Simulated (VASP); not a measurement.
Given:

```
TaAs
1.0
    3.18223     0.00000     0.00000
    0.00000     3.18223     0.00000
    0.00000     0.00000     3.18223
Ta As
1 1
Direct
  0.00000   0.00000   0.00000
  0.50000   0.50000   0.50000
```

Computed with r2SCAN meta-GGA, VASP's PBE PAW potentials (set 64) (plane waves; VASP). Run with 400 eV cut-off, 8×8×8 Γ-centred mesh, Gaussian smearing of 0.050 eV, potentials Ta_pv As.

Q: The ions, cell shape and volume are relaxed. What does this cell relax into?

A: 
```
TaAs
1.0
    3.20122     0.00000     0.00000
    0.00000     3.20122     0.00000
    0.00000     0.00000     3.20122
Ta As
1 1
Direct
  0.00000   0.00000   0.00000
  0.50000   0.50000   0.50000
```
Space group Pm-3m (221), at a tolerance of 0.03 Å.

Q: How do energy and volume change from the first to the last step?

A: The energy (σ→0) changes by -3.1 meV/atom and the volume by +1.8 %, in 3 ionic steps.

```csv
step,E(σ→0) (eV),max force (eV/Å),pressure (GPa),volume (Å³)
1,-63.8657,0.000,3.55,32.23
2,-63.8502,0.000,-6.01,33.92
3,-63.8719,0.000,-0.02,32.81
```

The structure was generated: TaAs was put into the CsCl type (Pm-3m), which need not be its known phase. This run relaxes it. Symmetry was kept, so distortions that lower it aren't found.
